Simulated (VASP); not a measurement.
```
CELL_PARAMETERS angstrom
      4.65308     0.00000     0.00000
      0.00000     4.65308     0.00000
      0.00000     0.00000     3.07267
ATOMIC_POSITIONS crystal
  Mg 0.00000 0.00000 0.00000
  Mg 0.50000 0.50000 0.50000
  F  0.30276 0.30276 0.00000
  F  0.80276 0.19724 0.50000
  F  0.19724 0.80276 0.50000
  F  0.69724 0.69724 0.00000
```

Computed with PBE GGA with D3 dispersion (zero damping), VASP's PBE PAW potentials (set 64) (plane waves; VASP). Settings: 520 eV cut-off, Gaussian smearing of 0.050 eV, potentials Mg F.

Predict the band gap (along the path) with the smallest direct gap where there is one.

* **band gap (along the path)**: 6.96 eV
* **smallest direct gap (along the path)**: 6.96 eV

The absolute energy has meaning only against runs of the same code, potentials and settings.

The compound is MgF2 in the rutile structure. It was relaxed first.
